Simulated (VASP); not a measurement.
Data:

```xyz
2
Lattice="0.0000 2.2674 2.2674 2.2674 0.0000 2.2674 2.2674 2.2674 0.0000" Properties=species:S:1:pos:R:3 pbc="T T T"
Ta     0.0000     0.0000     0.0000
C      2.2674     2.2674     2.2674
```

Level of theory: PBE GGA with D3 dispersion (Becke-Johnson damping), VASP's PBE PAW potentials (set 64) (plane waves; VASP). Numerical set-up: 520 eV cut-off, 14×14×14 Γ-centred mesh, first-order Methfessel-Paxton smearing of 0.10 eV, potentials Ta_pv C.

Unless said otherwise, spin-orbit coupling is left out, though it shifts the bands of the heavy elements here.

### Question
Estimate the energy per atom (σ→0), pressure, band gap (on the k-mesh) with the smallest direct gap where there is one.

### Answer

- band gap (on the k-mesh): none (metal, semimetal or under 0.01 eV)
- energy per atom (σ→0): -11518 meV/atom
- pressure: -17.45 GPa

The compound is TaC in the rock salt structure. This cell is one point of a volume scan, at 1.06 of the reference volume. The electron count is odd and the run is not spin-polarised, which forces a metal.
